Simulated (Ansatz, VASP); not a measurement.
# Cross-check of Si3N4 between VASP and Ansatz

Aim: how closely do two programs agree when they are given the same cell, functional and k mesh?

Program: Ansatz 0.2.0. Level of theory: plane waves, with VASP 6.6.1 beside it; single point at HSE06 with an exact-exchange share of 0.15. Results are calculated unless marked as measured.

## 1. Set-up

Symmetry: P6_3/m, No. 176, hexagonal system. Conventional cell: a = 7.609 Å, b = 7.609 Å, c = 2.908 Å, α = 90.00°, β = 90.00°, γ = 120.00°. Nearest to Si lie 4 N at 1.71 to 1.79 Å. N has 3 Si at 1.73 Å nearest. N has 3 Si at 1.71 to 1.79 Å nearest. Farther neighbours and most contacts between anions are not listed.

Coordinates:

```xyz
14
Lattice="7.6093 0.0000 0.0000 -3.8047 6.5898 0.0000 0.0000 0.0000 2.9079" Properties=species:S:1:pos:R:3 pbc="T T T"
Si   -1.5957    5.0597    0.7270
Si    2.4296    1.1480    2.1809
Si    0.2207    2.6781    0.7270
Si    5.4003    1.5302    2.1809
Si    1.3750    5.4419    0.7270
Si    3.5840    3.9117    2.1809
N     0.0000    4.3932    0.7270
N     3.8047    2.1966    2.1809
N     2.3551    0.2570    0.7270
N     0.9550    2.1681    2.1809
N     6.2092    1.9111    0.7270
N     1.4496    6.3328    2.1809
N     2.8497    4.4218    0.7270
N    -2.4045    4.6788    2.1809
```

## 2. Ansatz: single point, HSE06 with an exact-exchange share of 0.15

Ansatz runs on its default PAW (the set named soft_2) files.

With cell and atoms fixed, the geometry can't cause a difference; cores, projectors, grids and the points listed under the comparison can.

File input.yaml:

```yaml
crystal:
  lattice:
    - [7.60930125, 0.0, 0.0]
    - [-3.80465063, 6.58984819, 0.0]
    - [0.0, 0.0, 2.9079]
  atoms:
    - { symbol: Si, position: [0.1742, 0.7678, 0.25] }
    - { symbol: Si, position: [0.4064, 0.1742, 0.75] }
    - { symbol: Si, position: [0.2322, 0.4064, 0.25] }
    - { symbol: Si, position: [0.8258, 0.2322, 0.75] }
    - { symbol: Si, position: [0.5936, 0.8258, 0.25] }
    - { symbol: Si, position: [0.7678, 0.5936, 0.75] }
    - { symbol: "N", position: [0.333333333, 0.666666667, 0.25] }
    - { symbol: "N", position: [0.666666667, 0.333333333, 0.75] }
    - { symbol: "N", position: [0.329, 0.039, 0.25] }
    - { symbol: "N", position: [0.29, 0.329, 0.75] }
    - { symbol: "N", position: [0.961, 0.29, 0.25] }
    - { symbol: "N", position: [0.671, 0.961, 0.75] }
    - { symbol: "N", position: [0.71, 0.671, 0.25] }
    - { symbol: "N", position: [0.039, 0.71, 0.75] }
hamiltonian:
  xc: { exchange: pbe, correlation: pbe, exx: { coeff: 0.15, omega: 0.2 } }
  pseudopotentials: { kind: paw }
kpoints:
  mp_grid: { grid: [2, 2, 4] }
scf:
  occupations: { method: gaussian, width: 0.02 }
  n_extra_bands: 7
output:
  forces: true
  stress: true
  eigenvalues: true
```

Started as:

```
$ ansatz run input.yaml --threads 4 --pin off --max-ram 9216MiB --backend cpu --events-out ev --progress --plain --runs-dir out
```

Numbers of over 12 decimals in the logs are rounded to 6 here.

The log of the run:

```text
Warning: output.stress: scf.convergence.dr2_threshold = 1e-7 eV (the SCF's general default) is looser than the 1.4e-9 eV advised for a printed stress (1e-10 eV for each atom of the cell: 14). What an SCF threshold leaves in a stress goes as its square root, and in the free energy as the threshold itself, and one threshold admits the most on a small cell: [figures from the program's tests cut] Set scf.convergence.dr2_threshold to 1.4e-9 eV or tighter. The threshold is an SCF's pass mark: one that does not reach it within its budget of iterations ends unconverged, or closes short of it on a stop that the run arms, and scf.convergence.dr2_threshold's page says what that costs each kind of run
Warning: output.stress: scf.exx.energy_threshold = 1e-6 eV is looser than the 1.4e-7 eV advised for a stress under a hybrid functional (1e-8 eV for each atom of the cell: 14). Every SCF of the exchange loop can meet its threshold on dr2 while the loop round them stops early: no threshold on dr2 bounds what that leaves in the stress. Set scf.exx.energy_threshold to 1.4e-7 eV or tighter. The threshold is the loop's pass mark: a loop that does not reach it within its budget of cycles ends unconverged, and scf.exx.energy_threshold's page has the law
scf.n_extra_bands = 7 over 32 filled bands (N_el = 64.0): the run solves 39 bands
Engine: ansatz 0.2.0, aarch64-unknown-linux-gnu
Pseudopotentials: kind: paw
Pseudopotential: Si, paw, valence charge 4, recommended cutoff 420 eV (normal), Si.paw.azcp
Pseudopotential: N, paw, valence charge 5, recommended cutoff 420 eV (normal), N.paw.azcp
Functional definition: unnamed
  parameter a_1 = 0.15
  parameter omega_1 = 0.2/angstrom
  exchange = pbe_x + (-a_1)*pbe_x_sr(omega_1) + a_1*exact_x_sr(omega_1)
  correlation = pbe_c
Crystal: 14 atoms, lattice volume = 145.814 Å³
Basis set: ecut = 420 eV, 2859 PW (Γ), exchange–correlation on 108×108×40 points (8 copies of the dense FFT grid, shifted against one another)
Bands: 39, of which v1, the nominal top of the filled ones, is band 32 counted from 1 (31 counted from 0)
Symmetry: 12 space group operations
Space group: P63/m (ITA 176), of the structure as read, at distance tolerance 5.3e-5 Å
k-points: 6 of 16
Non-local potential: Si, projectors of the file, l = 0: 2, l = 1: 2, l = 2: 2
Non-local potential: N, projectors of the file, l = 0: 2, l = 1: 2, l = 2: 1
PAW form: soft (Blöchl's): semilocal exchange-correlation on the pseudo side does not see the compensation charge
PAW frozen core: Si, regenerated for the run's functional, and the local potential with it (the file was generated under x = pbe(κ = 0.804, μ = 0.219515), c = pbe(β = 0.066725))
PAW frozen core: N, regenerated for the run's functional, and the local potential with it (the file was generated under x = pbe(κ = 0.804, μ = 0.219515), c = pbe(β = 0.066725))
PAW one-centre angular grid: Si, 110 points (default); XC on 64 Gauss nodes
PAW one-centre angular grid: N, 110 points (default); XC on 64 Gauss nodes
Initial density: superposition of atomic densities (neutral atoms: chi_scale 0, normalization atom), corrected by the library's trained network
Initial wavefunctions: pseudopotential atomic-orbital guess
Functional: x = pbe(κ = 0.804, μ = 0.219515), c = pbe(β = 0.066725), warm-up for x = pbe(κ = 0.804, μ = 0.219515) + 0.15 (exact − pbe) at short range (hse, ω = 0.2 Å⁻¹), c = pbe(β = 0.066725)
SCF iter   1: F=—  HF=-6901.335353 eV  |F-HF|=—  |Δ(HF+E_count)|=         —  Δρ=2.01e-3  dr2=5.03e-3  ethr=1.77e-3  ⟨swp⟩=10.7  Hψ=1268  notcnv=0
preconditioner: auto → none  [insulator: Δε(μ)=4.352 eV  Ē_g=13.226 eV  σ=0.020 eV  W_gap=1.00  n_scr=32 (ndim 8)  ℏωp=24.6 eV  f_vac=0.032  D(μ)=0.00/eV (n_scr^D=0)]
SCF iter   2: F=-6901.338413 eV  HF=-6901.338781 eV  |F-HF|=3.68e-4  |Δ(HF+E_count)|=   3.43e-3  Δρ=1.26e-3  dr2=1.63e-3  ethr=7.86e-6  ⟨swp⟩=6.3  Hψ=867  notcnv=0
SCF 1 stopped early in 2 iterations: F = -6901.338413 eV  dr2 = 1.63e-3
  greatest PAW one-centre occupation: 0.791 electrons in one spin orbital (limit 2), on the N atom at site 7 (counted from 0), in its partial waves of l = 0
Initial density: handed on by an earlier stage of this run
Initial wavefunctions: those handed on with the density
Functional: x = pbe(κ = 0.804, μ = 0.219515) + 0.15 (exact − pbe) at short range (hse, ω = 0.2 Å⁻¹), c = pbe(β = 0.066725)
Exchange kernel: α = 0.1500, screened, ω = 0.2000 Å⁻¹, Wigner–Seitz truncation, v(0) = 1075.3860 eV·Å³, q-mesh 2×2×4, nearest image of the exchange supercell L = 11.63 Å, pair-density grid 40×40×18, without the augmentation charges, whose exchange is taken in its separable form by FFT convolution over the k-point mesh (sized by the pseudopotential files, 45×45×20 at the most), smooth part of the exact exchange by density-matrix convolution
Frozen-core exchange: fock
SCF iter   1: F=—  HF=-6903.316823 eV  |F-HF|=—  |Δ(HF+E_count)|=         —  Δρ=4.58e-3  dr2=1.71e-2  ethr=2.54e-5  ⟨swp⟩=6.0  Hψ=985  notcnv=0
preconditioner: auto → none  [insulator: Δε(μ)=5.220 eV  Ē_g=14.471 eV  σ=0.020 eV  W_gap=1.00  n_scr=32 (ndim 8)  ℏωp=24.6 eV  f_vac=0.034  D(μ)=0.00/eV (n_scr^D=0)]
SCF iter   2: F=—  HF=-6903.312074 eV  |F-HF|=—  |Δ(HF+E_count)|=   4.75e-3  Δρ=2.07e-3  dr2=3.21e-3  ethr=2.43e-5  ⟨swp⟩=3.2  Hψ=499  notcnv=0
SCF iter   3: F=—  HF=-6903.317048 eV  |F-HF|=—  |Δ(HF+E_count)|=   4.97e-3  Δρ=7.58e-4  dr2=1.01e-3  ethr=4.53e-6  ⟨swp⟩=4.0  Hψ=632  notcnv=0
SCF iter   4: F=—  HF=-6903.316831 eV  |F-HF|=—  |Δ(HF+E_count)|=   2.17e-4  Δρ=2.74e-4  dr2=1.79e-4  ethr=1.56e-6  ⟨swp⟩=3.2  Hψ=585  notcnv=0
iter 5 solved again at ethr=7.60e-9 eV; its pass at ethr=2.62e-7 eV (dr2=4.86e-6 eV) is discarded
SCF iter   5: F=—  HF=-6903.316782 eV  |F-HF|=—  |Δ(HF+E_count)|=   4.92e-5  Δρ=6.34e-5  dr2=6.57e-6  ethr=7.60e-9  ⟨swp⟩=3.5  Hψ=1044  notcnv=0
eigensolver tolerance schedule: the retry pair's looser diagonalisation over-reported the residual by 0.11 of it (diagonalisation noise at 0.12 of the residual, at the tolerance the schedule requests for it); recorded, not acted on — ethr = c·dr2/N_el stays at c = 1.0e-1
SCF iter   6: F=—  HF=-6903.316820 eV  |F-HF|=—  |Δ(HF+E_count)|=   3.85e-5  Δρ=4.70e-5  dr2=3.25e-6  ethr=6.82e-9  ⟨swp⟩=4.0  Hψ=714  notcnv=0
SCF iter   7: F=-6903.316819 eV  HF=-6903.316820 eV  |F-HF|=5.73e-7  |Δ(HF+E_count)|=   7.76e-7  Δρ=1.64e-5  dr2=4.92e-7  ethr=5.03e-9  ⟨swp⟩=3.0  Hψ=620  notcnv=0
SCF 2 stopped early in 7 iterations: F = -6903.316819 eV  dr2 = 4.92e-7
  Residual-converged pass: ⟨swp⟩=4.0  Hψ=650  notcnv=0  max |occ|·‖R‖ = 6.5e-6 eV (tolerance 6.7e-6 eV)  dr2=5.11e-7  dr2_onsite=1.61e-8  max |Δocc| = 0.0e0
  greatest PAW one-centre occupation: 0.792 electrons in one spin orbital (limit 2), on the N atom at site 7 (counted from 0), in its partial waves of l = 0
hybrid outer 1: dexx = +5.912e-3 eV, tail = 4.81e-6 eV
Exchange kernel: α = 0.1500, screened, ω = 0.2000 Å⁻¹, Wigner–Seitz truncation, v(0) = 1075.3860 eV·Å³, q-mesh 2×2×4, nearest image of the exchange supercell L = 11.63 Å, pair-density grid 40×40×18, without the augmentation charges, whose exchange is taken in its separable form by FFT convolution over the k-point mesh (sized by the pseudopotential files, 45×45×20 at the most), smooth part of the exact exchange by density-matrix convolution
Frozen-core exchange: fock
SCF iter   1: F=—  HF=-6903.316770 eV  |F-HF|=—  |Δ(HF+E_count)|=         —  Δρ=1.44e-5  dr2=2.29e-7  ethr=3.76e-8  ⟨swp⟩=7.0  Hψ=619  notcnv=0
preconditioner: auto → none  [insulator: Δε(μ)=5.217 eV  Ē_g=14.475 eV  σ=0.020 eV  W_gap=1.00  n_scr=32 (ndim 8)  ℏωp=24.6 eV  f_vac=0.035  D(μ)=0.00/eV (n_scr^D=0)]
SCF iter   2: F=—  HF=-6903.316770 eV  |F-HF|=—  |Δ(HF+E_count)|=   4.33e-9  Δρ=5.17e-6  dr2=1.78e-8  ethr=3.38e-10  ⟨swp⟩=4.0  Hψ=635  notcnv=0
SCF iter   3: F=-6903.316770 eV  HF=-6903.316770 eV  |F-HF|=2.95e-9  |Δ(HF+E_count)|=   4.53e-8  Δρ=1.60e-6  dr2=3.83e-9  ethr=2.31e-11  ⟨swp⟩=5.2  Hψ=689  notcnv=0
SCF 3 converged in 3 iterations: F = -6903.316770 eV  dr2 = 3.83e-9
  Residual-converged pass: ⟨swp⟩=3.0  Hψ=601  notcnv=0  max |occ|·‖R‖ = 1.0e-6 eV (tolerance 1.2e-6 eV)  dr2=3.95e-9  dr2_onsite=3.12e-10  max |Δocc| = 0.0e0
hybrid outer 2: dexx = +4.830e-8 eV, tail = 8.55e-9 eV, Δε = 8.10e-4 eV (about 3.84e-5 eV left of the loop's levels), ΔF = 1.17e-3 eV/Å (tail 4.01e-4)
hybrid SCF converged: 2 outer / 10 inner (+2 warm-up), last move |dexx| = 4.83e-8 eV, tail = 8.55e-9 eV
Stability not checked: this state was not tested for a lower state beside it, because the functional holds exact exchange (a hybrid, or Hartree-Fock), whose exchange loop this test does not read (fock_operator; see scf.lower_state_search)
Free energy (F): -6903.316770 eV
Frozen-core exchange: fock
Harris-Foulkes:  -6903.316770 eV  (|F-HF|=2.95e-9)
Internal energy: -6903.316770 eV  (E = F + TS)
E sigma→0 (E₀):  -6903.316770 eV
Fermi energy:    10.295870 eV
--- Per-component energies (eV) ---
  E_band       = 4.619932
  E_kinetic    = 1357.499606
  E_local      = -2138.010072  (includes V_loc(G=0)·N_el)
  E_nonlocal   = 503.846122
  E_hartree    = 713.860289
  E_xc         = -732.375724
  E_vxc        = -804.872595  (∫ρ·V_xc dr)
  E_exx        = -90.264625  (= α·E_x^exact, valence–valence)
  E_paw        = -4107.844838  (= ΣΔE_a)
  E_vpaw       = -161.034553  (= ΣTr[D̂ρ^β])
  E_aug_tail   = 0.000837  (compensation charges beyond the density's cutoff)
  E_ewald      = -2409.707282
  E_core_change = -0.321083  (= ΣΔE_core)
  E_smearing   = -0.000000  (= −TS)
  E_closure    = -0.000001  (closes the sum)
  Σ components = -6903.316770   (vs F -6903.316770, Δ=0.00e0)
--- Forces (eV/Å), atoms counted from 1 ---
  atom   1  Si     0.49080367     1.24619478     0.00000000
  atom   2  Si    -0.83383450     1.04814583    -0.00000000
  atom   3  Si    -1.32463817    -0.19804895    -0.00000000
  atom   4  Si    -0.49080367    -1.24619478    -0.00000000
  atom   5  Si     0.83383450    -1.04814583     0.00000000
  atom   6  Si     1.32463817     0.19804895     0.00000000
  atom   7  N      0.00000000    -0.00000000     0.00000000
  atom   8  N      0.00000000     0.00000000    -0.00000000
  atom   9  N      0.39488656    -1.68885843     0.00000000
  atom  10  N      1.66003758    -0.50244742     0.00000000
  atom  11  N      1.26515102     1.18641100     0.00000000
  atom  12  N     -0.39488656     1.68885843    -0.00000000
  atom  13  N     -1.66003758     0.50244742    -0.00000000
  atom  14  N     -1.26515102    -1.18641100    -0.00000000
  max |Σ_I F_I| component: 2.22e-16 eV/Å
--- Stress (GPa, compression-positive) ---
       -0.387325       0.000000       0.000000
       -0.000000      -0.387325      -0.000000
        0.000000      -0.000000       8.531274
  P = ⅓ Tr σ = 2.5855 GPa (25.855 kbar)
--- Band table (eV; the first three rows and the last of 6) ---
  k-point 0: bands = [... 28 lower, 6.4628, 7.2208, 7.2255, 7.4243, 12.9043, 13.3599, 13.3752, 13.3752, ... 3 higher]
  k-point 1: bands = [... 28 lower, 6.1358, 6.3667, 6.3667, 7.6874, 14.2071, 14.2071, 15.1386, 15.1558, ... 3 higher]
  k-point 2: bands = [... 28 lower, 5.9691, 5.9691, 6.4321, 6.4321, 13.2742, 13.2742, 13.2742, 13.2742, ... 3 higher]
  k-point 5: bands = [... 28 lower, 6.1073, 6.1073, 6.6790, 6.6790, 13.4489, 13.4489, 14.3284, 14.3284, ... 3 higher]
```

Wall time 14 s (4 threads of Arm Neoverse V1, shared host); peak memory 1.2 GiB; 49 s of CPU time.

The run ends at a pressure of 2.59 GPa, with forces up to 1.7 eV/Å.

(Continued in part 2 of 2.)

[Lines on the potential files, build, host, timing and source positions are cut from VASP's logs without a mark.]

[Logs are printed without paths, hosts, clocks, repeated set-up lines and the standing remarks that a program may print on its own settings, such as how far it seeks lower states.]

[Hosts, paths, dates, database ids (printed as entryN), source tags and the programs' standing remarks are cut or masked in the printed files.]
